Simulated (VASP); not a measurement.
Here is a VASP 6.6.1 calculation.

Contents of INCAR:

```
PREC     = Accurate       # precision mode
ENCUT    = 520            # plane-wave cutoff, eV
EDIFF    = 0.05           # SCF threshold, eV
ISMEAR   = 0              # smearing method
SIGMA    = 0.1            # smearing width, eV
LREAL    = False          # projectors in reciprocal space
LASPH    = True           # aspherical terms in the spheres
NELM     = 100            # most SCF steps
ALGO     = Fast           # electronic algorithm
ISIF     = 2              # what is computed and relaxed
LWAVE    = False          # write WAVECAR
LCHARG   = False          # write CHGCAR
GGA      = PE             # functional
```

KPOINTS

```
regular mesh
0
Gamma
  18 18 18
```

Contents of POSCAR:

```
Al                                      
1.0
   -0.0000000000      2.0598444903      2.0598444903
    2.0598444903      0.0000000000      2.0598444903
    2.0598444903      2.0598444903     -0.0000000000
  Al            
     1
Direct
     0.0000000000000000    0.0000000000000000    0.0000000000000000
```

Potentials or basis: VASP PAW PBE potentials, release 64 (Al).

Command:

```bash
$ cat potpaw_PBE.64/Al/POTCAR > POTCAR
$ mpirun -np 1 vasp_std > vasp.out
```

(1) What does it give for the band gap on the k mesh?

(2) Predict the pressure.

## Answers

(1) none (metal or under the smearing width).

(2) -5.8 GPa.
